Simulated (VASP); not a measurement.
Write the native input for VASP 6.6.1 that does the following.

```
Task                   : single point
Functional             : PBE
Potentials or basis    : VASP PAW PBE potentials, release 64 (Ga_d, As)
Cutoff                 : 350 eV
k mesh                 : 10 × 10 × 10
Occupations            : gaussian, width 0.02 eV
Spin                   : no spin polarisation
Further INCAR settings : ALGO = Normal; EDIFF = 1e-07
```

The structure of GaAs lies in POSCAR:

```
GaAs                                    
1.0
    0.0000000000      2.8439421469      2.8439421469
    2.8439421469     -0.0000000000      2.8439421469
    2.8439421469      2.8439421469      0.0000000000
  Ga              As            
     1     1
Direct
     1.0000000000000000    1.0000000000000000    1.0000000000000000
     0.2500000000000000    0.2500000000000000    0.2500000000000000
```

The cell isn't the ideal one: a relaxed cell with its volume scaled by 0.97.

One way to write it, as run:

INCAR

```
ALGO = Normal
EDIFF = 1E-7
ENCUT = 350
GGA = PE
ISIF = 2
ISMEAR = 0
LASPH = True
LCHARG = False
LREAL = False
LWAVE = False
NELM = 100
PREC = Accurate
SIGMA = 0.02
```

KPOINTS

```
k-points
0
Gamma
  10 10 10
```

Potentials or basis: VASP PAW PBE potentials, release 64 (Ga_d, As).

Run with:

```sh
$ cat potpaw_PBE.64/Ga_d/POTCAR potpaw_PBE.64/As/POTCAR > POTCAR
$ mpirun -np 1 vasp_std > vasp.out
```

It gave:

- Pressure: 2.0 GPa
- Band gap on the k mesh: 0.38 eV, direct

Caveat: the cutoff is under 1.25 times the usual one of these potentials, so pressure, stress and relaxed cells hold a basis-set (Pulay) error.

Run time: 33 s on 1 thread of Intel(R) Xeon(R) Platinum 8259CL CPU @ 2.50GHz (Skylake/Cascade Lake), on a shared host, peak memory 0.16 GiB.
